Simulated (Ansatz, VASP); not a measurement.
# Ba2TeS in two plane-wave programs, part 2 of 2

Aim: how closely do two programs agree when they are given the same cell, functional and k mesh? The cell is invented: As first built, before any earlier steps moved the atoms (in the runner's words): it takes the BaTe structure with some of its atoms replaced by other elements, volume scaled by an estimate. It may not be a known or stable phase. The cell is taken from a series of VASP runs on this material, whose earlier steps may have relaxed, scaled or displaced it; both programs get it as it stands.

VASP 6.6.1 and Ansatz 0.2.0.

So far: Set-up; VASP: relaxation of cell and atoms, r2SCAN with D4.

### Step 3. Ansatz: relaxation of cell and atoms, r2SCAN with D4

Level of this step: Ansatz beside VASP: Kohn-Sham DFT, plane waves, r2SCAN with D4 (Ansatz).

Ansatz runs on its default PAW (the set named soft_2) files.

The same cell, functional, mesh and smearing now go to Ansatz, which takes its cutoff from its data sets.

input.yaml

```yaml
crystal:
  lattice:
    - [4.79710314, 0.0, 0.0]
    - [0.0, 4.79713111, 0.0]
    - [-2.715e-05, 0.0, 6.79456167]
  atoms:
    - { symbol: Ba, position: [0.499049763, 0.5, 0.498168918] }
    - { symbol: Ba, position: [0.000149282, 0.0, 0.999596524] }
    - { symbol: Te, position: [0.500658059, 0.5, 0.997536079] }
    - { symbol: S, position: [0.997463896, 0.0, 0.50051048] }
hamiltonian:
  xc: r2scan
  pseudopotentials: { kind: paw }
  dispersion: d4
kpoints:
  mp_grid: { grid: [6, 6, 4] }
scf:
  occupations: { method: gaussian, width: 0.05 }
relax:
  f_tol: 0.01
  max_steps: 60
  cell: { stress_tol: 0.05 }
output:
  forces: true
  stress: true
```

Launch:

```console
$ ansatz run input.yaml --threads 4 --pin off --max-ram 9216MiB --backend cpu --events-out ev --progress --plain --runs-dir out
```

Numbers of over 12 decimals in the logs are rounded to 6 here.

The log of the run:

```text
Engine: ansatz 0.2.0, aarch64-unknown-linux-gnu
Pseudopotentials: kind: paw
Pseudopotential: Ba, paw, valence charge 10, recommended cutoff 500 eV (meta_gga), Ba.paw.azcp
Pseudopotential: Te, paw, valence charge 16, recommended cutoff 500 eV (meta_gga), Te.paw.azcp
Pseudopotential: S, paw, valence charge 6, recommended cutoff 500 eV (meta_gga), S.paw.azcp
Functional definition: r2SCAN
  parameter k0 = 0.174
  parameter k1 = 0.065
  parameter a1 = 4.9479
  exchange = r2scan_x(k0 = k0, k1 = k1, a1 = a1)
  correlation = r2scan_c
Crystal: 4 atoms, lattice volume = 156.359 Å³
Basis set: ecut = 500 eV, 4001 PW (Γ), exchange–correlation on 144×144×200 points (64 copies of the dense FFT grid, shifted against one another)
Bands: 26, of which v1, the nominal top of the filled ones, is band 21 counted from 1 (20 counted from 0)
Symmetry: 2 space group operations
Space group: Pm (ITA 6), of the structure as read, at distance tolerance 5.4e-5 Å
k-points: 56 of 144 (time reversal used)
Non-local potential: Ba, projectors of the file, l = 0: 3, l = 1: 2, l = 2: 2, l = 3: 2
Non-local potential: Te, projectors of the file, l = 0: 2, l = 1: 2, l = 2: 2, l = 3: 2
Non-local potential: S, projectors of the file, l = 0: 2, l = 1: 2, l = 2: 2
PAW form: soft (Blöchl's): semilocal exchange-correlation on the pseudo side does not see the compensation charge
PAW frozen core: Ba, regenerated for the run's functional (the file was generated under x = pbe(κ = 0.804, μ = 0.219515), c = pbe(β = 0.066725))
PAW frozen core: Te, regenerated for the run's functional (the file was generated under x = pbe(κ = 0.804, μ = 0.219515), c = pbe(β = 0.066725))
PAW frozen core: S, regenerated for the run's functional (the file was generated under x = pbe(κ = 0.804, μ = 0.219515), c = pbe(β = 0.066725))
PAW one-centre angular grid: Ba, 302 points (default); XC on 160 Gauss nodes
PAW one-centre angular grid: Te, 590 points (default); XC on 160 Gauss nodes
PAW one-centre angular grid: S, 302 points (default); XC on 160 Gauss nodes
Initial density: superposition of atomic densities (neutral atoms: chi_scale 0, normalization atom), corrected by the library's trained network
Initial wavefunctions: pseudopotential atomic-orbital guess
Functional: x = r2scan, c = r2scan; τ floored in thin density (d = 2e-4 eV/Å³)
SCF iter   1: F=—  HF=-19838.542687 eV  |F-HF|=—  |Δ(HF+E_count)|=         —  Δρ=3.50e-3  dr2=2.47e-2  dr2_τ=6.44e-3  ethr=1.77e-3  ⟨swp⟩=9.0  Hψ=8133  notcnv=0
preconditioner: auto → Resta (q_TF=auto, 2.192 Å⁻¹)  ε∞=2.8  [insulator: Δε(μ)=2.185 eV  Ē_g=11.596 eV  σ=0.050 eV  W_gap=1.00  n_scr=28 (ndim 8)  ℏωp=15.7 eV  f_vac=0.006  D(μ)=0.00/eV (n_scr^D=0)  ε∞_Penn≈2.8]
SCF iter   2: F=—  HF=-19838.627888 eV  |F-HF|=—  |Δ(HF+E_count)|=   8.52e-2  Δρ=1.83e-3  dr2=6.18e-3  dr2_τ=3.35e-4  ethr=5.87e-5  ⟨swp⟩=2.4  Hψ=3047  notcnv=0  defer=56
SCF iter   3: F=—  HF=-19838.626897 eV  |F-HF|=—  |Δ(HF+E_count)|=   9.91e-4  Δρ=3.36e-4  dr2=1.55e-4  dr2_τ=2.35e-5  ethr=1.47e-5  ⟨swp⟩=2.3  Hψ=2536  notcnv=0  defer=56
SCF iter   4: F=—  HF=-19838.626993 eV  |F-HF|=—  |Δ(HF+E_count)|=   9.62e-5  Δρ=1.09e-4  dr2=2.18e-5  dr2_τ=8.87e-7  ethr=3.68e-7  ⟨swp⟩=2.0  Hψ=2170  notcnv=0  defer=56
SCF iter   5: F=—  HF=-19838.626998 eV  |F-HF|=—  |Δ(HF+E_count)|=   5.16e-6  Δρ=2.67e-5  dr2=1.57e-6  dr2_τ=1.09e-7  ethr=5.18e-8  ⟨swp⟩=2.6  Hψ=2543  notcnv=0  defer=56
SCF iter   6: F=—  HF=-19838.626999 eV  |F-HF|=—  |Δ(HF+E_count)|=   8.64e-7  Δρ=8.15e-6  dr2=1.26e-7  dr2_τ=8.75e-9  ethr=3.75e-9  ⟨swp⟩=2.4  Hψ=2140  notcnv=0  defer=56
SCF iter   7: F=-19838.626999 eV  HF=-19838.626999 eV  |F-HF|=4.64e-9  |Δ(HF+E_count)|=   8.41e-8  Δρ=2.77e-6  dr2=1.69e-8  dr2_τ=1.23e-9  ethr=2.38e-10  ⟨swp⟩=4.9  Hψ=5076  notcnv=0
SCF 1 converged in 7 iterations: F = -19838.626999 eV  dr2 = 1.69e-8
  greatest PAW one-centre occupation: 0.997 electrons in one spin orbital (limit 2), on the Te atom at site 2 (counted from 0), in its partial waves of l = 2
relax step   1: F+E_penalty+E_count = -19838.62699940 eV  Δ(F+E_penalty+E_count) = +0.000e0 eV  max|allowed force component| = 3.014e-2 eV/Å  Δτ_max = 0.0000 Å  P = -0.458 GPa  Ω = 156.359 Å³  (7 SCF iters, dr2 threshold 1.00e-7 eV, accepted)
[...]
relax step   2: F+E_penalty+E_count = -19838.62944725 eV  Δ(F+E_penalty+E_count) = -2.448e-3 eV  max|allowed force component| = 5.696e-2 eV/Å  Δτ_max = 0.0238 Å  P = +0.099 GPa  Ω = 153.936 Å³  energy of the carried Pulay correction = +1.146e-4 eV  (5 SCF iters, dr2 threshold 4.00e-7 eV, accepted)
[...]
relax step   3: F+E_penalty+E_count = -19838.63043127 eV  Δ(F+E_penalty+E_count) = -9.840e-4 eV  max|allowed force component| = 1.163e-2 eV/Å  Δτ_max = 0.0144 Å  P = +0.007 GPa  Ω = 154.324 Å³  energy of the carried Pulay correction = +9.612e-5 eV  (5 SCF iters, dr2 threshold 2.03e-7 eV, accepted)
[...]
relax step   4: F+E_penalty+E_count = -19838.63045321 eV  Δ(F+E_penalty+E_count) = -2.194e-5 eV  max|allowed force component| = 3.910e-4 eV/Å  Δτ_max = 0.0034 Å  P = +0.000 GPa  Ω = 154.355 Å³  energy of the carried Pulay correction = +9.466e-5 eV  (5 SCF iters, dr2 threshold 8.46e-9 eV, accepted)
[...]
relax step   5: F+E_penalty+E_count = -19838.63035705 eV  Δ(F+E_penalty+E_count) = +9.616e-5 eV  max|allowed force component| = 3.819e-4 eV/Å  Δτ_max = 0.0000 Å  P = -0.000 GPa  Ω = 154.355 Å³  stress off target by 7.69e-3 GPa  SCF on the basis re-selected at this cell (its energy is not comparable with the rows above)  (4 SCF iters)
basis re-selected at this cell: Δ(F+E_penalty+E_count) = +9.616e-5 eV, ΔP = -0.000 GPa vs the last step (what re-selecting the basis moved, of the pressure what is left beyond the Pulay correction that the steps carried, after the strain that the cell walked since its last selection, with what the two solves' SCF thresholds leave and, on support functions, any second-order correction that the steps lacked; it is no m [...]
SCF converged after 4 iterations
Free energy (F): -19838.630357 eV
Harris-Foulkes:  -19838.630357 eV  (|F-HF|=1.09e-11)
Internal energy: -19838.630357 eV  (E = F + TS)
E sigma→0 (E₀):  -19838.630357 eV
Fermi energy:    6.791388 eV
--- Per-component energies (eV) ---
  E_band       = -421.290148
  E_kinetic    = 624.799528
  E_local      = -2431.418578  (includes V_loc(G=0)·N_el)
  E_nonlocal   = -170.592700
  E_hartree    = 1251.085705
  E_xc         = -523.227874
  E_vxc        = -503.756527  (∫ρ·V_xc dr)
  E_paw        = -15799.583254  (= ΣΔE_a)
  E_vpaw       = -468.176095  (= ΣTr[D̂ρ^β])
  E_aug_tail   = -0.000039  (compensation charges beyond the density's cutoff)
  E_vtau       = 25.682759  (kinetic-family band-sum trace: ∫τ·v_τ [+ j·A + Jᵃ·Aᵃ] dr)
  E_ewald      = -2789.666742
  E_disp       = -0.342325  (pairwise vdW)
  E_core_change = 0.315921  (= ΣΔE_core)
  E_smearing   = -0.000000  (= −TS)
  E_closure    = 0.000000  (closes the sum)
  Σ components = -19838.630357   (vs F -19838.630357, Δ=0.00e0)
--- Forces (eV/Å), atoms counted from 1 ---
  atom   1  Ba    -0.00022001     0.00000000     0.00009396
  atom   2  Ba     0.00008102    -0.00000000     0.00032867
  atom   3  Te     0.00006012     0.00000000    -0.00003021
  atom   4  S      0.00007499     0.00000000    -0.00037839
  max |Σ_I F_I| component: 1.40e-5 eV/Å
--- Stress (GPa, compression-positive) ---
       -0.004092       0.000000       0.000410
        0.000000      -0.004211       0.000000
        0.000410       0.000000       0.007678
  P = ⅓ Tr σ = -0.0002 GPa (-0.002 kbar)
--- Relaxed structure (4 steps of the walk, 4 accepted, 1 SCFs on fresh bases) ---
  F+E_penalty+E_count = -19838.63035705 eV   max|allowed force component| = 3.819e-4 eV/Å   (the final SCF, on the basis selected at the relaxed cell)
  cell:  # Å, volume = 154.3548 Å³
    - [4.777929, 0, -5.720580489546955e-5]
    - [0, 4.777948, 5.1930869467673325e-18]
    - [-0.000108067, 7.355385617679062e-18, 6.761436]
  atoms:
    - { symbol: Ba, position: [0.499377, 0.500000, 0.498953] }
    - { symbol: Ba, position: [-0.000685819, 2.208283108732902e-19, 0.998894] }
    - { symbol: Te, position: [0.499310, 0.500000, 0.998962] }
    - { symbol: S, position: [0.999320, 4.742353143527751e-19, 0.499003] }
```

Run time: 49 s. Hardware: 4 threads of Arm Neoverse V2, shared host; peak memory 0.8 GiB.

### Step 4. Differences

Known differences besides the potentials themselves: VASP keeps PBE cores, Ansatz makes them for the functional; both relaxations stop at a tolerance, which leaves soft axes loose, and VASP keeps its plane-wave basis; the data sets hold 42 valence electrons in Ansatz (default PAW (the set named soft_2) files) and 32 in VASP; the cutoff is 500 eV in Ansatz and 400 eV in VASP; Ansatz adds a Pulay correction to the stress that steers its cell, VASP none. Total energies have different zeros and are not compared.

Compared:

| quantity | Ansatz | VASP | difference |
| --- | --- | --- | --- |
| volume (Å³) | 154.35 | 156.14 | -1.14 % |
| edge a after relaxation, in the typed setting (Å) | 4.778 | 4.797 | -0.41 % |
| edge c after relaxation, in the typed setting (Å) | 6.761 | 6.784 | -0.33 % |

The walks stopped with 0.00 GPa left in Ansatz and -0.01 GPa in VASP; each walk ends within a tolerance, so the volume difference is uncertain by about these residues over the bulk modulus, most in soft cells. Found at a tolerance of 0.01 Å, the end structures differ in symmetry: P4/mmm in Ansatz, Pmm2 in VASP; the atoms lie within 0.05 Å of each other, which can come from where the walks stopped or from unlike electronic states.

### Step 5. Results

```yaml
difference_in_volume_relaxation_of_cell_and_atoms_r2scan_with_d4: -1.1 %
```

The difference in volume is -1.1 % (relaxation of cell and atoms, r2SCAN with D4), at about the 1.2 % picked in this series as the mark of a large difference, as far as the stopping tolerances let one tell. Such differences can come from data sets, numerical settings and the points named under the comparisons, not from the functional's error against experiment.

[Lines on the potential files, build, host, timing and source positions are cut from VASP's logs without a mark.]

[Logs are printed without paths, hosts, clocks, repeated set-up lines and the standing remarks that a program may print on its own settings, such as how far it seeks lower states.]

[Hosts, paths, dates, database ids (printed as entryN), source tags and the programs' standing remarks are cut or masked in the printed files.]
